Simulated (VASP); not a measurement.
Data:

```
NaCl
1.0
    0.00000     2.87640     2.87640
    2.87640     0.00000     2.87640
    2.87640     2.87640     0.00000
Na Cl
1 1
Direct
  0.00000   0.00000   0.00000
  0.50000   0.50000   0.50000
```

These are r2SCAN meta-GGA, VASP's PBE PAW potentials (set 64) (plane waves; VASP 6.6.1) values and carry that method's errors. Settings: 400 eV cut-off, 7×7×7 Γ-centred mesh, Gaussian smearing of 0.050 eV, potentials Na_pv Cl.

Task: Give the stress tensor in GPa (positive for a compressed cell).

Result: 
```
-2.12   0.00   0.00
 0.00  -2.12   0.00
 0.00   0.00  -2.12
```
The pressure is its mean diagonal, -2.12 GPa.

The compound is NaCl in the rock salt structure. The cell was not relaxed at this level. The run is one of a series of settings (GGA removed, LMIXTAU = .TRUE., METAGGA = R2SCAN against the base run), some of them coarse on purpose.
